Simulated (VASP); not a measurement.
Output of a VASP run:

File OSZICAR:
```
       N       E                     dE             d eps       ncg     rms          rms(c)
DAV:   1    -0.348787735276E+02   -0.34879E+02   -0.36694E-02  4764   0.292E+00    0.185E+00
DAV:   2    -0.365685258480E+02   -0.16898E+01   -0.69800E+00  4056   0.419E+01    0.222E+01
DAV:   3    -0.348482072785E+02    0.17203E+01   -0.43459E+00  3852   0.316E+01    0.853E-01
DAV:   4    -0.348686560227E+02   -0.20449E-01   -0.91201E-02  3848   0.401E+00    0.882E-01
DAV:   5    -0.348683360900E+02    0.31993E-03   -0.29241E-02  3448   0.311E+00    0.472E-01
DAV:   6    -0.348684185329E+02   -0.82443E-04   -0.19312E-03  3494   0.680E-01    0.435E-01
DAV:   7    -0.348681519382E+02    0.26659E-03   -0.10547E-03  4722   0.539E-01    0.161E-01
DAV:   8    -0.348681758166E+02   -0.23878E-04   -0.35850E-04  4022   0.301E-01    0.259E-02
DAV:   9    -0.348682338439E+02   -0.58027E-04   -0.48134E-05  3620   0.688E-02    0.294E-02
DAV:  10    -0.348682642662E+02   -0.30422E-04   -0.11572E-05  3368   0.578E-02    0.179E-02
DAV:  11    -0.348682974978E+02   -0.33232E-04   -0.24691E-06  2188   0.166E-02    0.168E-02
DAV:  12    -0.348683209747E+02   -0.23477E-04   -0.26399E-06  2140   0.206E-02    0.512E-03
DAV:  13    -0.348683318759E+02   -0.10901E-04   -0.62842E-07  1950   0.792E-03    0.108E-03
DAV:  14    -0.348683378043E+02   -0.59284E-05   -0.35091E-07  1922   0.401E-03    0.784E-04
DAV:  15    -0.348683369785E+02    0.82584E-06   -0.13300E-07  1886   0.253E-03
   1 F= -.34868337E+02 E0= -.34869297E+02  d E =0.288135E-02  mag=     3.9208
```

File OUTCAR:
```
------------------------ aborting loop because EDIFF is reached ----------------------------------------
  FORCE on cell =-STRESS in cart. coord.  units (eV):
  Direction    XX          YY          ZZ          XY          YZ          ZX
  --------------------------------------------------------------------------------------
  Total       -2.1699558     -2.1699558     -0.6187481      0.0000000      0.0000000     -0.0000000
  in kB      -23.1047970    -23.1047970     -6.5881757      0.0000000      0.0000000     -0.0000000
  external PRESSURE =     -17.5992566 kB  Pullay stress =       0.0000000 kB
  volume of cell :      150.47
      direct lattice vectors                 reciprocal lattice vectors
     2.447045519  0.000000000  0.000000000     0.408656068  0.000000000  0.000000000
     0.000000000  2.447045519  0.000000000     0.000000000  0.408656068  0.000000000
     0.000000000  0.000000000 25.129000166     0.000000000  0.000000000  0.039794659
 POSITION                                       TOTAL-FORCE (eV/Angst)
 -----------------------------------------------------------------------------------
      0.00000      1.22352      8.26658         0.000000      0.000000      0.021307
      1.22352      0.00000      9.94018         0.000000      0.000000      0.022164
      0.00000      1.22352     11.69499        -0.000000      0.000000     -0.014303
      1.22352      0.00000     13.43401         0.000000      0.000000      0.014303
      0.00000      1.22352     15.18882        -0.000000      0.000000     -0.022164
      1.22352      0.00000     16.86242        -0.000000      0.000000     -0.021307
 -----------------------------------------------------------------------------------
    total drift:                                0.000000      0.000000      0.000000
  FREE ENERGIE OF THE ION-ELECTRON SYSTEM (eV)
  ---------------------------------------------------
  free  energy   TOTEN  =       -34.8683369785 eV

  energy  without entropy=      -34.8712183299  energy(sigma->0) =      -34.86929743

 total charge

# of ion       s       p       d       tot
------------------------------------------
    1        0.499   0.388   8.330   9.217
    2        0.523   0.556   8.331   9.411
    3        0.518   0.539   8.330   9.386
    4        0.518   0.539   8.330   9.386
    5        0.523   0.556   8.331   9.411
    6        0.499   0.388   8.330   9.217
--------------------------------------------------
tot          3.080   2.965  49.982  56.027

 magnetization (x)

# of ion       s       p       d       tot
------------------------------------------
    1       -0.003  -0.019   0.745   0.724
    2       -0.007  -0.025   0.676   0.643
    3       -0.007  -0.024   0.652   0.621
    4       -0.007  -0.024   0.652   0.621
    5       -0.007  -0.025   0.676   0.643
    6       -0.003  -0.019   0.745   0.724
--------------------------------------------------
tot         -0.033  -0.137   4.145   3.974
```
(Selected blocks of OUTCAR.)

File POSCAR:
```
Ni(100) slab
1
    2.4470455194     0.0000000000     0.0000000000
    0.0000000000     2.4470455194     0.0000000000
    0.0000000000     0.0000000000    25.1290001656
Ni
6
Direct
  1.0000000000   0.5000000000   0.3289656147
  0.5000000000   0.0000000000   0.3955662200
  1.0000000000   0.5000000000   0.4653982121
  0.5000000000   0.0000000000   0.5346017879
  1.0000000000   0.5000000000   0.6044337800
  0.5000000000   1.0000000000   0.6710343853
```

**Question.** Reconstruct the remaining input files.

**Answer.** Several could match; the one computed here: the input of the run itself, PBEsol GGA, plane waves, VASP's PBE PAW potentials (set 64).

### INCAR
```
SYSTEM  =  Ni(100) slab
PREC  =  Normal; ENCUT  =  400; LREAL  =  F
LASPH  =  T
EDIFF  =  1E-6; NELM  =  100; NELMIN  =  4
ALGO  =  Normal; LMAXMIX  =  4
ISMEAR  =  1; SIGMA  =  0.1
GGA  =  PS
ISPIN  =  2; MAGMOM  =  6*0.8
LWAVE  =  F; LCHARG  =  F; LORBIT  =  11
LVHAR  =  T
DIPOL  =  0.5 0.5 0.5
LDIPOL  =  T; IDIPOL  =  3
```

File KPOINTS:
```
Automatic mesh
0
Gamma
11 11 1
0 0 0
```

POTCAR, in this order: Ni (PBE.64 set). Program: vasp_std. Read from the step before: WAVECAR.

The cell is a thin slab with vacuum, built from Ni (fcc): (100) face.
